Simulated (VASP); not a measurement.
Input:

```xyz
3
Lattice="0.0000 2.7039 2.7039 2.7039 0.0000 2.7039 2.7039 2.7039 0.0000" Properties=species:S:1:pos:R:3 pbc="T T T"
Cd     0.0000     0.0000     0.0000
F      1.3519     1.3519     1.3519
F      4.0558     4.0558     4.0558
```

Method: MS2 meta-GGA, VASP's PBE PAW potentials (set 64) (plane waves; VASP). Numerical set-up: 520 eV cut-off, 8×8×8 Γ-centred mesh, tetrahedra with Blöchl corrections, potentials Cd F.

Predict the energy per atom (σ→0), band gap (over mesh and band path) with the smallest direct gap where there is one.

```yaml
band gap (over mesh and band path): 3.29 eV
smallest direct gap (over mesh and band path): 3.79 eV
energy per atom (σ→0): -4.357 eV/atom
```

Total energies compare only between runs with the same potentials, cut-off and functional.

The compound is CdF2 in the fluorite structure. It was relaxed first.
